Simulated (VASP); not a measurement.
# Fermi-Dirac smearing in Ti

Wanted: TS, pressure and Fermi level of Ti against the smearing width, on one dense mesh.

Program: VASP 6.6.1. Level of theory: PBEsol; plane waves and PAW (Ti_sv), in the first sound run; inputs show where later runs differ. Results are calculated unless marked as measured.

Most raw output is cut from this account.

## 1. Set-up

The structure is hexagonal, space group P6_3/mmc (No. 194). The conventional cell has a = 2.950 Å, b = 2.950 Å, c = 4.685 Å, α = 90.00°, β = 90.00°, γ = 120.00°. Nearest to Ti lie 12 Ti at 2.90 to 2.95 Å.

## 2. Relax the crystal, PBEsol

The cell is relaxed and then held.

This step took 2 runs in a row; the last is shown.

Level: PBEsol; plane waves and PAW (Ti_sv).

The input, INCAR:

```
SYSTEM = Ti
PREC = Accurate
ENCUT = 450
EDIFF = 1E-07
NELM = 120
ISMEAR = 1
SIGMA = 0.15
LREAL = .FALSE.
ALGO = Normal
GGA = PS
NBANDS = 18
LASPH = .TRUE.
LORBIT = 11
LWAVE = .FALSE.
LCHARG = .FALSE.
KPAR = 8
IBRION = 2
NSW = 40
ISIF = 3
EDIFFG = -0.005
POTIM = 0.4
```

The input, POSCAR:

```
Ti
1.0
    2.8972305315      0.0000000000      0.0000000000
   -1.4486152658      2.5090752410      0.0000000000
    0.0000000000      0.0000000000      4.5805650009
Ti
2
Direct
    0.0000000000      0.0000000000      0.0000000000
    0.3333333333      0.6666666667      0.5000000000
```

The input, KPOINTS:

```
Automatic mesh
0
Gamma
17 17 9
0 0 0
```

PAW data sets: Ti_sv (PBE family, release 64).

On the command line:

```console
> mpirun -np 8 vasp_std
```

Wall time 16 s (8 MPI ranks of Intel Xeon 6975P-C (Granite Rapids), shared host); peak memory 1.5 GiB; 89 s of CPU time.

Read from the output:

* energy(sigma→0) of the program: -16.6750 eV
* stress, compression positive: xx, yy, zz 0.01, 0.01, 0.01 GPa
* volume: 33.259 Å³
* ionic steps: 3

## 3. Tetrahedra, PBEsol

Tetrahedra give the density of states at the Fermi level without smearing.

Level: PBEsol; plane waves and PAW (Ti_sv).

The input, INCAR:

```
SYSTEM = Ti
PREC = Accurate
ENCUT = 450
EDIFF = 1E-08
NELM = 100
ISMEAR = -5
SIGMA = 0.15
LREAL = .FALSE.
ALGO = Normal
GGA = PS
NBANDS = 28
LASPH = .TRUE.
LORBIT = 11
LWAVE = .FALSE.
LCHARG = .FALSE.
KPAR = 2
ISIF = 2
NEDOS = 3001
```

The input, POSCAR:

```
Ti
1.0
    2.8961248741      0.0000000000      0.0000000000
   -1.4480624371      2.5081177136      0.0000000000
    0.0000000000      0.0000000000      4.5787067092
Ti
2
Direct
    0.0000000000      0.0000000000      0.0000000000
    0.3333333333      0.6666666667      0.5000000000
```

The input, KPOINTS:

```
Automatic mesh
0
Gamma
30 30 18
0 0 0
```

On the command line:

```console
> mpirun -np 2 vasp_std
```

Run time: 3.1 min. Hardware: 2 MPI ranks; peak memory 1.2 GiB.

Numbers from this step:

| Item | Value |
| --- | --- |
| energy(sigma→0) of the program | -16.6747 eV |

The run ends at a pressure of 0.00 GPa.

## 4. Electron temperature, PBEsol

One member in full: SIGMA = 0.025 eV.

Level: PBEsol; plane waves and PAW (Ti_sv).

Changes to INCAR since step 3:

```diff
@@ -5,4 +5,4 @@
 NELM = 100
-ISMEAR = -5
-SIGMA = 0.15
+ISMEAR = -1
+SIGMA = 0.025
 LREAL = .FALSE.
@@ -17,2 +17 @@
 ISIF = 2
-NEDOS = 3001
```

POSCAR is that of step 3.

KPOINTS is that of step 3.

On the command line:

```console
> mpirun -np 2 vasp_std
```

It took 2.8 min on 2 MPI ranks; peak memory 1.1 GiB; 4 min of CPU time.

Read from the output:

| Property | Result |
| --- | --- |
| energy(sigma→0) of the program | -16.6747 eV |
| stress, compression positive | xx, yy, zz -0.02, -0.02, 0.07 GPa |

The run ends at a pressure of 0.01 GPa.

## 5. The whole series

The other members went through these steps as far as the tables show, on the same mesh; 7 runs are not shown. The session took 0.89 core hours (wall time by ranks) on a shared machine.

```
width kT (eV)  temperature (K)  free energy less that of the narrowest width (meV/atom)  TS (meV/atom)  pressure (GPa)  shift of the Fermi level (eV)
        0.025              290                                                    0.000          1.899           0.011                          0.000
        0.050              580                                                        ?              ?           0.031                         -0.008
        0.075              870                                                   -8.404         19.901           0.078                         -0.021
        0.100             1160                                                  -16.324         36.950           0.158                         -0.034
        0.150             1741                                                  -40.527         90.722           0.438                         -0.055
        0.200             2321                                                  -77.278        173.663           0.887                         -0.069
        0.300             3481                                                 -191.354        423.446           2.225                         -0.080
```

## 6. The Sommerfeld expansion

At low temperature TS = (π²/3) g (kT)², so TS, twice the difference of energy(sigma→0) and the free energy, over (π²/3)(kT)² is an effective density of states: 0.924, 1.075, 1.123, 1.226, 1.320, 1.430 states/eV/atom in the rows shown.

A least-squares parabola through the 6 rows shown, with σ the width in eV: g = − 4.037 σ² + 3.136 σ + 0.8522 (states/eV/atom), r.m.s. residual 0.0055 states/eV/atom.

At σ = 0.05 this predicts 0.999 states/eV/atom.

## 7. The withheld row

The calculation gives 1.015 states/eV/atom, so the prediction is 0.016 states/eV/atom too low, more than twice the residual of the fit.

The parabola in σ is an empirical guide, not the expansion itself. Tetrahedra give g = 0.878 states/eV/atom at the Fermi level, the limit that the series should reach at zero width.

## 8. Results

| Quantity | Value |
| --- | --- |
| density of states at the Fermi level, tetrahedra | 0.88 states/eV/atom |
| Sommerfeld coefficient from it | 2.07 mJ per mole of atoms and K² |
| pressure at the widest setting | 2.23 GPa |
| error of the predicted g | -0.016 states/eV/atom |

In words: Against the tetrahedron value, the effective density of states stands at +5 % at 0.025 eV, +16 % at 0.05 eV, +28 % at 0.1 eV, +63 % at 0.3 eV. At the widest setting the states within reach are denser than those at the Fermi level. The bare coefficient lacks the electron-phonon enhancement of measured heat capacities.

[Lines on the potential files, build, host, timing and source positions are cut from VASP's logs without a mark.]

[Logs are printed without paths, hosts, clocks, repeated set-up lines and the standing remarks that a program may print on its own settings, such as how far it seeks lower states.]

[Hosts, paths, dates, database ids (printed as entryN), source tags and the programs' standing remarks are cut or masked in the printed files.]
